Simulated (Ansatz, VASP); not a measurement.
# HfO2 in two plane-wave programs, part 2 of 3

One calculation is typed for both programs; each brings its own data sets. How far apart do they land? The cell is taken from a series of runs on this material, whose earlier steps may have relaxed, scaled, displaced or heated it; both programs get it as it stands.

VASP 6.6.1 and Ansatz 0.2.0.

So far: The structure; Ansatz: zone-centre phonons, LDA.

### 3. VASP: zone-centre phonons, LDA

Level of this step: LDA; plane waves and PAW (O, Hf_pv) (VASP).

The same cell, functional (in two slightly different forms) and mesh now go to VASP, with its own data sets.

Lines of VASP's logs that name or quote its potential files are left out, and so is its time.

INCAR

```
SYSTEM = HfO2
PREC = Accurate
ENCUT = 600
EDIFF = 1E-08
NELM = 120
ISMEAR = 0
SIGMA = 0.01
LREAL = .FALSE.
ALGO = Normal
GGA = PW92
NBANDS = 28
LASPH = .TRUE.
LORBIT = 11
LWAVE = .FALSE.
LCHARG = .FALSE.
ISIF = 2
IBRION = 8
LEPSILON = .TRUE.
GGA_COMPAT = .FALSE.
EFERMI = MIDGAP
KPAR = 2
```

POSCAR

```
HfO2
1.0
    3.4334372915      0.0000000000      0.0000000000
    0.0000000000      3.4334372915      0.0000000000
    0.0000000000      0.0000000000      4.8755907267
O Hf
4 2
Direct
    0.0000000000      0.5000000000      0.7275601441
    0.5000000000      0.0000000000      0.7724398559
    0.5000000000      0.0000000000      0.2724398559
    0.0000000000      0.5000000000      0.2275601441
    0.5000000000      0.5000000000      0.5000000000
    0.0000000000      0.0000000000      0.0000000000
```

KPOINTS

```
Automatic mesh
0
Gamma
8 8 6
0 0 0
```

PAW data sets: O and Hf_pv (LDA family, release 64).

Command:

```bash
$ mpirun -np 2 vasp_std
```

What it wrote:

```text
[banner, memory and clock lines left out]
running    2 mpi-ranks, on    1 nodes
 distrk:  each k-point on    1 cores,    2 groups
 distr:  one band on    1 cores,    1 groups

 POSCAR found type information on POSCAR O Hf
 POSCAR found :  2 types and       6 ions
|                                                                             |
|               ----> ADVICE to this user running VASP <----                  |
|                                                                             |
|     You enforced a specific xc type in the INCAR file but a different       |
|     [... a line on the potential file left out ...]
|     I HOPE YOU KNOW WHAT YOU ARE DOING!                                     |
|                                                                             |

 LDA part: xc-table for (Slater(with rela. corr.)+PW92), standard interpolation
 POSCAR, INCAR and KPOINTS ok, starting setup
 FFT: planning ... GRIDC
 FFT: planning ... GRID_SOFT
 FFT: planning ... GRID
 WAVECAR not read
 entering main loop
       N       E                     dE             d eps       ncg     rms          rms(c)
DAV:   1     0.273120465542E+03    0.27312E+03   -0.28014E+04  3360   0.179E+03
DAV:   2    -0.631918987939E+02   -0.33631E+03   -0.32642E+03  4256   0.414E+02
DAV:   3    -0.767210610477E+02   -0.13529E+02   -0.13478E+02  3916   0.760E+01
DAV:   4    -0.768515807708E+02   -0.13052E+00   -0.13045E+00  4296   0.805E+00
DAV:   5    -0.768524815862E+02   -0.90082E-03   -0.90074E-03  4024   0.664E-01    0.935E+01
DAV:   6    -0.661750046712E+02    0.10677E+02   -0.53467E+01  3676   0.425E+01    0.754E+01
DAV:   7    -0.659245007628E+02    0.25050E+00   -0.20394E+00  3984   0.102E+01    0.355E+01
DAV:   8    -0.658925828065E+02    0.31918E-01   -0.91775E-02  4088   0.240E+00    0.441E+00
DAV:   9    -0.658831581883E+02    0.94246E-02   -0.27842E-02  3780   0.125E+00    0.242E+00
DAV:  10    -0.658826382176E+02    0.51997E-03   -0.44461E-03  4176   0.428E-01    0.161E-01
DAV:  11    -0.658826348378E+02    0.33798E-05   -0.35119E-04  3860   0.116E-01    0.325E-02
DAV:  12    -0.658826371971E+02   -0.23593E-05   -0.90325E-06  4116   0.197E-02    0.661E-02
DAV:  13    -0.658826369755E+02    0.22158E-06   -0.60407E-07  4208   0.505E-03    0.383E-03
DAV:  14    -0.658826369815E+02   -0.59881E-08   -0.27686E-08  3580   0.111E-03
   1 F= -.65882637E+02 E0= -.65882637E+02  d E =0.000000E+00
 Linear response reoptimize wavefunctions to high precision
DAV:   1    -0.658826369825E+02   -0.10350E-08   -0.82444E-09  3220   0.634E-04
DAV:   2    -0.658826369826E+02   -0.61846E-10   -0.59137E-10  2288   0.166E-04
 Linear response G [H, r] |phi>, progress :
  Direction:   1
       N       E                     dE             d eps       ncg     rms
RMM:   1    -0.191454622846E+03   -0.19145E+03    0.13275E+03  4989   0.226E+02
RMM:   2    -0.180827634227E+03    0.10627E+02   -0.59337E+01  5352   0.388E+01
RMM:   3    -0.181293117061E+03   -0.46548E+00   -0.41342E+00  6325   0.631E+00
RMM:   4    -0.181287042988E+03    0.60741E-02   -0.22476E-01  6704   0.132E+00
RMM:   5    -0.181286806720E+03    0.23627E-03   -0.19320E-02  6560   0.325E-01
RMM:   6    -0.181286827949E+03   -0.21229E-04   -0.23021E-03  6735   0.843E-02
RMM:   7    -0.181286881243E+03   -0.53294E-04   -0.16342E-03  6702   0.319E-02
RMM:   8    -0.181286864003E+03    0.17240E-04   -0.98828E-04  6495   0.184E-02
RMM:   9    -0.181286885561E+03   -0.21558E-04   -0.19233E-03  6277   0.157E-02
RMM:  10    -0.181286868770E+03    0.16792E-04   -0.13307E-03  6261   0.148E-02
RMM:  11    -0.181286867093E+03    0.16771E-05   -0.16316E-03  6036   0.147E-02
RMM:  12    -0.181286838287E+03    0.28806E-04   -0.11750E-03  5884   0.146E-02
 Linear response G [H, r] |phi>, progress :
  Direction:   2
       N       E                     dE             d eps       ncg     rms
RMM:   1    -0.186283932557E+03   -0.18628E+03    0.16578E+03  5011   0.233E+02
RMM:   2    -0.174272934518E+03    0.12011E+02   -0.68468E+01  5401   0.417E+01
RMM:   3    -0.174747275312E+03   -0.47434E+00   -0.38616E+00  6267   0.675E+00
RMM:   4    -0.174763762830E+03   -0.16488E-01   -0.24060E-01  6700   0.146E+00
RMM:   5    -0.174764883734E+03   -0.11209E-02   -0.25245E-02  6560   0.377E-01
RMM:   6    -0.174764973160E+03   -0.89426E-04   -0.22068E-03  6834   0.979E-02
RMM:   7    -0.174764941745E+03    0.31415E-04   -0.71937E-04  6704   0.357E-02
RMM:   8    -0.174764928160E+03    0.13585E-04   -0.21315E-04  6600   0.207E-02
RMM:   9    -0.174764923803E+03    0.43564E-05    0.88682E-04  6370   0.175E-02
RMM:  10    -0.174764965358E+03   -0.41554E-04    0.93859E-05  6265   0.167E-02
RMM:  11    -0.174764894072E+03    0.71286E-04    0.10073E-04  6098   0.164E-02
RMM:  12    -0.174764918142E+03   -0.24069E-04   -0.15211E-04  5943   0.163E-02
 Linear response G [H, r] |phi>, progress :
  Direction:   3
[...]
RMM:   7    -0.365595004663E+00    0.27847E-04    0.60601E-08 12247   0.432E-03    0.999E-03
RMM:   8    -0.365583065478E+00    0.11939E-04    0.20273E-07 12491   0.139E-03    0.512E-03
RMM:   9    -0.365584285531E+00   -0.12201E-05    0.92658E-08 13113   0.597E-04    0.661E-04
RMM:  10    -0.365582344948E+00    0.19406E-05    0.63514E-08 12461   0.446E-04    0.310E-04
RMM:  11    -0.365582441165E+00   -0.96217E-07   -0.10597E-07 13910   0.345E-04    0.136E-04
[...]
RMM:  14    -0.363170446698E+00    0.57376E-09   -0.92803E-08 13057   0.356E-04    0.271E-06
 first order change of Fermi-energy   0.46947E-04
 force on displaced ion       1 direction 2 :   0.000 -12.571   0.001
 Born effective charge ion    1 direction 2 :   0.000  -2.472  -0.000
 Linear response progress:
  Degree of freedom:   3/  5
       N       E                     dE             d eps       ncg     rms          rms(c)
RMM:   1    -0.382451036775E+00   -0.38245E+00    0.23354E-01 11612   0.326E+00
RMM:   2    -0.370196542126E+00    0.12254E-01   -0.15719E-02  8947   0.611E-01    0.122E+00
RMM:   3    -0.371336108433E+00   -0.11396E-02   -0.21412E-03  8712   0.212E-01    0.636E-01
RMM:   4    -0.373282730754E+00   -0.19466E-02   -0.13036E-03  8757   0.165E-01    0.962E-02
RMM:   5    -0.373263491373E+00    0.19239E-04   -0.97571E-05  9046   0.423E-02    0.251E-02
RMM:   6    -0.373277180140E+00   -0.13689E-04   -0.40682E-06  9537   0.643E-03    0.147E-02
RMM:   7    -0.373233582801E+00    0.43597E-04    0.17657E-06  9121   0.479E-03    0.298E-03
RMM:   8    -0.373232133055E+00    0.14497E-05   -0.30185E-07  9578   0.110E-03    0.156E-03
RMM:   9    -0.373238805061E+00   -0.66720E-05   -0.90039E-07  9672   0.795E-04    0.891E-04
RMM:  10    -0.373239564809E+00   -0.75975E-06   -0.64147E-07  9831   0.502E-04    0.113E-04
RMM:  11    -0.373239547058E+00    0.17751E-07   -0.68000E-07 10538   0.328E-04    0.589E-05
RMM:  12    -0.373239538642E+00    0.84159E-08   -0.83709E-07 10801   0.307E-04    0.132E-05
RMM:  13    -0.373239547821E+00   -0.91782E-08   -0.58590E-07 10505   0.299E-04    0.732E-06
RMM:  14    -0.373239542955E+00    0.48652E-08   -0.65641E-07 10888   0.298E-04    0.264E-06
RMM:  15    -0.373239538659E+00    0.42966E-08   -0.71575E-07  9841   0.297E-04    0.701E-07
RMM:  16    -0.373239538315E+00    0.34438E-09   -0.77242E-07  9129   0.297E-04    0.404E-07
RMM:  17    -0.373239538254E+00    0.60086E-10   -0.71978E-07  9102   0.297E-04    0.251E-07
RMM:  18    -0.373239539203E+00   -0.94829E-09   -0.69650E-07  9216   0.297E-04    0.996E-08
 first order change of Fermi-energy   0.69383E+00
 force on displaced ion       1 direction 3 :   0.000   0.000 -17.895
 Born effective charge ion    1 direction 3 :   0.000   0.000  -2.691
 Linear response progress:
  Degree of freedom:   4/  5
       N       E                     dE             d eps       ncg     rms          rms(c)
RMM:   1    -0.232636346391E+00   -0.23264E+00    0.24585E+00  9101   0.832E+00
RMM:   2    -0.224842020781E+00    0.77943E-02   -0.35413E-02 11017   0.102E+00    0.109E+00
RMM:   3    -0.224354148657E+00    0.48787E-03   -0.10789E-03 12597   0.142E-01    0.627E-01
RMM:   4    -0.223698235340E+00    0.65591E-03   -0.20211E-04 14411   0.650E-02    0.166E-01
RMM:   5    -0.223542956376E+00    0.15528E-03   -0.31778E-05 15290   0.175E-02    0.320E-02
RMM:   6    -0.223563690439E+00   -0.20734E-04   -0.39380E-06 13910   0.852E-03    0.230E-02
RMM:   7    -0.223563031353E+00    0.65909E-06   -0.87694E-07 15598   0.228E-03    0.154E-02
RMM:   8    -0.223560107563E+00    0.29238E-05   -0.35077E-06 14713   0.120E-03    0.931E-04
RMM:   9    -0.223560264542E+00   -0.15698E-06   -0.27576E-06 14783   0.626E-04    0.425E-04
RMM:  10    -0.223560292057E+00   -0.27516E-07   -0.12532E-06 16032   0.443E-04    0.179E-04
RMM:  11    -0.223560365067E+00   -0.73010E-07   -0.84091E-07 15509   0.392E-04    0.430E-05
RMM:  12    -0.223560336190E+00    0.28878E-07   -0.41468E-07 15713   0.368E-04    0.385E-05
RMM:  13    -0.223560359584E+00   -0.23394E-07   -0.84410E-08 15762   0.357E-04    0.262E-05
RMM:  14    -0.223560358410E+00    0.11743E-08   -0.10837E-07 15098   0.352E-04    0.131E-05
RMM:  15    -0.223560371127E+00   -0.12717E-07    0.29063E-09 14475   0.350E-04    0.402E-06
RMM:  16    -0.223560370747E+00    0.37998E-09    0.29291E-08 14338   0.349E-04    0.209E-06
 first order change of Fermi-energy  -0.30562E-04
 force on displaced ion       5 direction 1 : -13.396   0.000  -0.001
 Born effective charge ion    5 direction 1 :   5.578   0.000  -0.000
 Linear response progress:
  Degree of freedom:   5/  5
       N       E                     dE             d eps       ncg     rms          rms(c)
RMM:   1    -0.256180036199E+00   -0.25618E+00    0.25383E+00  7432   0.843E+00
RMM:   2    -0.244193639384E+00    0.11986E-01   -0.40296E-02  8510   0.113E+00    0.103E+00
RMM:   3    -0.243006853690E+00    0.11868E-02   -0.35634E-03 10009   0.214E-01    0.644E-01
RMM:   4    -0.241908685443E+00    0.10982E-02   -0.10073E-03  9742   0.177E-01    0.216E-01
RMM:   5    -0.241727539108E+00    0.18115E-03   -0.27187E-04 11792   0.527E-02    0.485E-02
RMM:   6    -0.241780406819E+00   -0.52868E-04   -0.27347E-05  9826   0.197E-02    0.344E-02
RMM:   7    -0.241792763072E+00   -0.12356E-04   -0.13557E-05 11268   0.547E-03    0.329E-02
RMM:   8    -0.241792755037E+00    0.80353E-08   -0.15294E-06 10561   0.428E-03    0.513E-03
RMM:   9    -0.241799730777E+00   -0.69757E-05   -0.12821E-05  9961   0.385E-03    0.407E-03
RMM:  10    -0.241801114434E+00   -0.13837E-05   -0.53565E-06 11856   0.139E-03    0.210E-03
RMM:  11    -0.241800971413E+00    0.14302E-06   -0.31032E-06 10247   0.746E-04    0.755E-04
RMM:  12    -0.241801046945E+00   -0.75532E-07   -0.66470E-06 11546   0.435E-04    0.540E-04
RMM:  13    -0.241801287427E+00   -0.24048E-06   -0.11553E-05 11352   0.400E-04    0.616E-04
RMM:  14    -0.241801079743E+00    0.20768E-06   -0.85775E-06 11544   0.391E-04    0.110E-04
[...]
RMM:  26    -0.241800872303E+00    0.81295E-08   -0.65351E-06 10957   0.359E-04    0.479E-07
RMM:  27    -0.241800881188E+00   -0.88850E-08   -0.71040E-06 11017   0.360E-04    0.627E-07
RMM:  28    -0.241800873419E+00    0.77684E-08   -0.65291E-06 11037   0.359E-04    0.460E-07
RMM:  29    -0.241800879960E+00   -0.65407E-08   -0.71289E-06 11064   0.360E-04    0.620E-07
RMM:  30    -0.241800873763E+00    0.61967E-08   -0.65340E-06 11094   0.359E-04    0.504E-07
RMM:  31    -0.241800881959E+00   -0.81954E-08   -0.71124E-06 11114   0.360E-04    0.639E-07
RMM:  32    -0.241800874822E+00    0.71368E-08   -0.65216E-06 11145   0.359E-04    0.516E-07
RMM:  33    -0.241800880298E+00   -0.54767E-08   -0.71127E-06 11174   0.360E-04    0.580E-07
 first order change of Fermi-energy  -0.13194E-03
 force on displaced ion       5 direction 3 :   0.000   0.000 -33.121
 Born effective charge ion    5 direction 3 :   0.000   0.000   5.381
 Born effective charges drift removed
 Linear response finished
```

(Part 2 of 3 ends here.)

[Lines on the potential files, build, host, timing and source positions are cut from VASP's logs without a mark.]

[Logs are printed without paths, hosts, clocks, repeated set-up lines and the standing remarks that a program may print on its own settings, such as how far it seeks lower states.]

[Hosts, paths, dates, database ids (printed as entryN), source tags and the programs' standing remarks are cut or masked in the printed files.]
